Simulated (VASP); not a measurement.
These are optB88-vdW, VASP's PBE PAW potentials (set 64) (plane waves; VASP) values and carry that method's errors.

A VASP calculation is set up with these files.

### POSCAR
```
Sb
1
    3.9979822990    -2.1751915278     0.0011795404
    3.9979822990     2.1751915278     0.0011795404
    2.8134648308     0.0000000000     3.5776718620
Sb
2
Direct
  0.2328643738   0.2328643738   0.2328643738
  0.7671356262   0.7671356262   0.7671356262
```

File KPOINTS:
```
kpoints
0
gamma
7 7 7
```

INCAR:
```
# general
SYSTEM    =  Sb
PREC      =  Accurate
ENCUT     =  520   # plane-wave cut-off (eV)
LREAL     =  F   # projection in real space or not
LASPH     =  T

# electronic loop
EDIFF     =  1E-7
NELM      =  100
ALGO      =  Normal
LMAXMIX   =  4   # l cut-off of mixed one-centre charges

# smearing
ISMEAR    =  0
SIGMA     =  0.05   # width (eV)

# functional
GGA       =  BO
LUSE_VDW  =  T
AGGAC     =  0.0
PARAM1    =  0.1833333333
PARAM2    =  0.22

# ions
IBRION    =  2   # conjugate gradients
NSW       =  30
ISIF      =  4   # ions and shape, fixed volume
EDIFFG    =  -0.01   # ionic stop

# output
LWAVE     =  F
LCHARG    =  F
```

POTCAR, in this order: Sb (PBE.64 set). Program: vasp_std.

Output of the run:

**OSZICAR**
```
       N       E                     dE             d eps       ncg     rms          rms(c)
DAV:   1     0.421467406056E+02    0.42147E+02   -0.36810E+03   792   0.872E+02
DAV:   2    -0.247405554880E+01   -0.44621E+02   -0.43861E+02  1139   0.123E+02
DAV:   3    -0.428965648809E+01   -0.18156E+01   -0.17925E+01   942   0.299E+01
DAV:   4    -0.431265742591E+01   -0.23001E-01   -0.22973E-01   930   0.336E+00
DAV:   5    -0.431284010040E+01   -0.18267E-03   -0.18267E-03   911   0.362E-01    0.250E+00
DAV:   6    -0.430992510333E+01    0.29150E-02   -0.67008E-03   862   0.636E-01    0.155E+00
DAV:   7    -0.431032178585E+01   -0.39668E-03   -0.15766E-02   860   0.991E-01    0.719E-02
DAV:   8    -0.431039161552E+01   -0.69830E-04   -0.38775E-04   815   0.162E-01    0.253E-02
DAV:   9    -0.431041441654E+01   -0.22801E-04   -0.37461E-05   896   0.541E-02    0.126E-02
DAV:  10    -0.431041592780E+01   -0.15113E-05   -0.50192E-06   872   0.161E-02    0.148E-03
DAV:  11    -0.431041581323E+01    0.11457E-06   -0.43410E-07   826   0.555E-03    0.461E-04
DAV:  12    -0.431041590882E+01   -0.95592E-07   -0.59696E-08   435   0.191E-03
   1 F= -.43104159E+01 E0= -.43104159E+01  d E =-.431042E+01
       N       E                     dE             d eps       ncg     rms          rms(c)
DAV:   1    -0.431223650933E+01   -0.18207E-02   -0.49381E-02   834   0.136E+00    0.502E-02
DAV:   2    -0.431234383761E+01   -0.10733E-03   -0.12326E-03   866   0.295E-01    0.223E-02
DAV:   3    -0.431233773274E+01    0.61049E-05   -0.23428E-05   920   0.385E-02    0.931E-03
DAV:   4    -0.431233716754E+01    0.56520E-06   -0.42727E-06   858   0.144E-02    0.291E-03
DAV:   5    -0.431233727298E+01   -0.10544E-06   -0.35743E-07   809   0.442E-03    0.503E-04
DAV:   6    -0.431233731284E+01   -0.39865E-07   -0.26774E-08   404   0.129E-03
   2 F= -.43123373E+01 E0= -.43123373E+01  d E =-.192140E-02
       N       E                     dE             d eps       ncg     rms          rms(c)
DAV:   1    -0.431301853753E+01   -0.68126E-03   -0.10579E-01   833   0.199E+00    0.707E-02
DAV:   2    -0.431324992658E+01   -0.23139E-03   -0.26180E-03   845   0.432E-01    0.328E-02
DAV:   3    -0.431323905616E+01    0.10870E-04   -0.52279E-05   944   0.586E-02    0.133E-02
DAV:   4    -0.431323871993E+01    0.33623E-06   -0.81881E-06   841   0.204E-02    0.414E-03
DAV:   5    -0.431323890572E+01   -0.18579E-06   -0.74379E-07   821   0.626E-03    0.685E-04
DAV:   6    -0.431323896698E+01   -0.61262E-07   -0.55243E-08   405   0.185E-03
   3 F= -.43132390E+01 E0= -.43132390E+01  d E =-.282306E-02
       N       E                     dE             d eps       ncg     rms          rms(c)
DAV:   1    -0.431324492668E+01   -0.60210E-05   -0.70858E-04   834   0.162E-01    0.601E-03
DAV:   2    -0.431324677360E+01   -0.18469E-05   -0.17560E-05   843   0.353E-02    0.269E-03
DAV:   3    -0.431324690996E+01   -0.13636E-06   -0.32768E-07   904   0.470E-03    0.111E-03
DAV:   4    -0.431324701011E+01   -0.10015E-06   -0.52653E-08   430   0.169E-03    0.258E-04
DAV:   5    -0.431324700122E+01    0.88917E-08   -0.82300E-09   396   0.803E-04
   4 F= -.43132470E+01 E0= -.43132470E+01  d E =-.283109E-02
       N       E                     dE             d eps       ncg     rms          rms(c)
DAV:   1    -0.431340983518E+01   -0.16283E-03   -0.50190E-03   809   0.414E-01    0.299E-02
DAV:   2    -0.431339760603E+01    0.12229E-04   -0.13265E-04   832   0.897E-02    0.177E-02
DAV:   3    -0.431339116719E+01    0.64388E-05   -0.40400E-05   992   0.383E-02    0.349E-03
DAV:   4    -0.431339149130E+01   -0.32411E-06   -0.34168E-06   810   0.146E-02    0.202E-03
DAV:   5    -0.431339157212E+01   -0.80818E-07   -0.31753E-07   853   0.439E-03
   5 F= -.43133916E+01 E0= -.43133916E+01  d E =-.144571E-03
       N       E                     dE             d eps       ncg     rms          rms(c)
DAV:   1    -0.431343964722E+01   -0.48156E-04   -0.32980E-03   808   0.336E-01    0.242E-02
DAV:   2    -0.431343189138E+01    0.77558E-05   -0.86699E-05   831   0.726E-02    0.143E-02
DAV:   3    -0.431342779696E+01    0.40944E-05   -0.26345E-05  1002   0.311E-02    0.283E-03
DAV:   4    -0.431342802476E+01   -0.22780E-06   -0.22429E-06   810   0.119E-02    0.164E-03
DAV:   5    -0.431342808196E+01   -0.57198E-07   -0.20420E-07   640   0.360E-03
   6 F= -.43134281E+01 E0= -.43134281E+01  d E =-.181081E-03
```

**OUTCAR**
```
------------------------ aborting loop because EDIFF is reached ----------------------------------------
  FORCE on cell =-STRESS in cart. coord.  units (eV):
  Direction    XX          YY          ZZ          XY          YZ          ZX
  --------------------------------------------------------------------------------------
  Total        0.4475328      0.4478174      0.4477863     -0.0000000     -0.0000000     -0.0000944
  in kB       11.5257017     11.5330310     11.5322297     -0.0000000     -0.0000000     -0.0024302
  external PRESSURE =      11.5303208 kB  Pullay stress =       0.0000000 kB
  volume of cell :       62.21
      direct lattice vectors                 reciprocal lattice vectors
     3.969649902 -2.184299464 -0.013743442     0.125617737 -0.228906342 -0.097614838
     3.969649902  2.184299464 -0.013743442     0.125617737  0.228906342 -0.097614838
     2.780172587 -0.000000000  3.577724396     0.000965094 -0.000000000  0.278757322
 POSITION                                       TOTAL-FORCE (eV/Angst)
 -----------------------------------------------------------------------------------
      2.51215     -0.00000      0.83201        -0.000016      0.000000     -0.000005
      8.20732     -0.00000      2.71823         0.000016     -0.000000      0.000005
 -----------------------------------------------------------------------------------
    total drift:                               -0.000000     -0.000000     -0.000000
  FREE ENERGIE OF THE ION-ELECTRON SYSTEM (eV)
  ---------------------------------------------------
  free  energy   TOTEN  =        -4.3134280820 eV

  energy  without entropy=       -4.3134280804  energy(sigma->0) =       -4.31342808

 reached required accuracy - stopping structural energy minimisation
```
(Selected blocks of OUTCAR.)

### CONTCAR
```
Sb
   1.00000000000000
     3.9696499015432272   -2.1842994636335855   -0.0137434420275610
     3.9696499015432272    2.1842994636335855   -0.0137434420275610
     2.7801725873248042   -0.0000000000000000    3.5777243957223734
  Sb
     2
Direct
     0.2343537292355230    0.2343537292355230    0.2343537292435977
     0.7656462707644771    0.7656462707644771    0.7656462707564022
```

The compound is Sb in the a7 structure. This cell is one point of a volume scan, at 0.97 of the reference volume. Symmetry was kept, so distortions that lower it aren't found.
